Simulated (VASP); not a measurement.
VASP ran on this input.

KPOINTS:
```
Automatic mesh
0
Gamma
13 13 13
0 0 0
```

File POSCAR:
```
ZrC
1
    0.0000000000     2.4137353211     2.4137353211
    2.4137353211     0.0000000000     2.4137353211
    2.4137353211     2.4137353211     0.0000000000
Zr C
1 1
Direct
  0.0000000000   0.0000000000   0.0000000000
  0.5000000000   0.5000000000   0.5000000000
```

### INCAR
```
SYSTEM = ZrC
PREC = Accurate
ENCUT = 520
EDIFF = 1E-7
NELM = 100
ALGO = Normal
LREAL = .FALSE.
LASPH = .TRUE.
ISMEAR = 1
SIGMA = 0.1
GGA = RP
LMAXMIX = 4
LWAVE = .FALSE.
LCHARG = .FALSE.
ISIF = 2
```

POTCAR, in this order: Zr_sv C (PBE.64 set). Program: vasp_std.

**Question.** Write an equivalent input for Ansatz.

**Answer.** One equivalent input (not run):
Ansatz 0.2 input:
```yaml
crystal:
  lattice:
    - [0.0000000, 2.4137353, 2.4137353]
    - [2.4137353, 0.0000000, 2.4137353]
    - [2.4137353, 2.4137353, 0.0000000]
  atoms:
    - { symbol: Zr, position: [0.0000000, 0.0000000, 0.0000000] }
    - { symbol: C, position: [0.5000000, 0.5000000, 0.5000000] }
kpoints:
  mp_grid: { grid: [13, 13, 13] }
hamiltonian:
  xc: rpbe
  pseudopotentials: { kind: paw }
scf:
  occupations: { method: methfessel_paxton, width: 0.1 }
  max_iter: 100
output: { forces: true, stress: true, eigenvalues: true }
```
What does not carry over: each code has its own PAW files, so the cut-off isn't converted (ENCUT is set for VASP's; basis.ecutwfc is left out, and Ansatz then takes the one that its files recommend); Ansatz stops its SCF on the density residual and VASP on the energy change (EDIFF).

The compound is ZrC in the rock salt structure. This cell is one point of a volume scan, at 1.06 of the reference volume.
